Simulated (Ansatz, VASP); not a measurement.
# One calculation of AlIn2B2As, two programs

```
Al In B As
1.0
     4.24519    0.00000    0.00000
     1.93509    5.17555    0.00000
     2.07159   -0.40606    5.27870
Al In B As
1 2 2 1
Direct
  0.87387 0.94478 0.83732
  0.94412 0.19212 0.37703
  0.49365 0.56545 0.00325
  0.41615 0.24530 0.78855
  0.25812 0.02180 0.96317
  0.19862 0.51062 0.55061
```

Change from the starting cell: the structure that the rattled cell fell into.

Alike in both runs: task single point; functional PBE; k mesh 6 × 4 × 4; occupations gaussian, width 0.1 eV; no spin polarisation.

```csv
,VASP,Ansatz
version,VASP 6.6.1,Ansatz 0.2.0
potentials or method,"VASP PAW PBE potentials, release 64 (Al, In_d, B, As)","scalar-relativistic, plane waves, PAW"
plane-wave cutoff (eV),520,420
valence electrons in the cell,40,50
```

VASP gave:

| Item | Value |
| --- | --- |
| gap on the k mesh at the Fermi level (eV) | none |
| pressure (GPa) | 0.2 |
| largest component of the traceless stress (GPa) | 0.24 |
| rms of the force components (eV/Å) | 0.024 |

Estimate Ansatz's values.

gap on the k mesh at the Fermi level (eV): none; pressure (GPa): 0.1; largest component of the traceless stress (GPa): 0.23; rms of the force components (eV/Å): 0.023.

Atom by atom the forces differ by 0.010 eV/Å (rms over components). A gap of «none» marks a metal or a gap that the smearing closes. The two sets of potentials don't hold the same shells in valence.
